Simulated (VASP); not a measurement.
These are MS2 meta-GGA, VASP's PBE PAW potentials (set 64) (plane waves; VASP) values and carry that method's errors.

VASP ran on this input.

File POSCAR:
```
Ca
3.8791270
  0.0000000000   0.7071066983   0.7071066983
  0.7071066983   0.0000000000   0.7071066983
  0.7071066983   0.7071066983   0.0000000000
Ca
1
Direct
  0.0000000000   0.0000000000   0.0000000000
```

KPOINTS:
```
Automatic mesh
0
Gamma
11 11 11
0 0 0
```

**INCAR**
```
SYSTEM = Ca
PREC = Accurate
ENCUT = 520
EDIFF = 1E-7
NELM = 100
ALGO = Normal
LREAL = .FALSE.
LASPH = .TRUE.
ISMEAR = 1
SIGMA = 0.1
METAGGA = MS2
LMIXTAU = .TRUE.
LWAVE = .FALSE.
LCHARG = .FALSE.
ISIF = 2
```

POTCAR, in this order: Ca_sv (PBE.64 set). Program: vasp_std.

**Question.** Predict the energy per atom (σ→0), band gap (on the k-mesh).

**Answer.** 
| Item | Value |
|---|---|
| energy per atom (σ→0) | -706.3 kJ/mol-atom |
| band gap (on the k-mesh) | none (metal, semimetal or under 0.01 eV) |

File OSZICAR:
```
...
DAV:  49    -0.732029352875E+01    0.27516E-04   -0.25476E-06  1188   0.170E-02    0.555E-03
DAV:  50    -0.732026152940E+01    0.31999E-04   -0.28236E-06  1037   0.183E-02    0.111E-03
DAV:  51    -0.732025116848E+01    0.10361E-04   -0.18645E-06  1348   0.116E-02    0.609E-04
DAV:  52    -0.732023850034E+01    0.12668E-04   -0.91737E-07  1046   0.116E-02    0.141E-03
DAV:  53    -0.732024522879E+01   -0.67285E-05   -0.11765E-07  1142   0.430E-03    0.333E-04
DAV:  54    -0.732024443741E+01    0.79138E-06   -0.82434E-08  1058   0.291E-03    0.348E-04
DAV:  55    -0.732024445540E+01   -0.17991E-07   -0.60279E-08   977   0.282E-03
   1 F= -.73202445E+01 E0= -.73203728E+01  d E =0.384901E-03
```

The compound is Ca in the fcc structure. This cell is one point of a volume scan, at 0.97 of the reference volume.
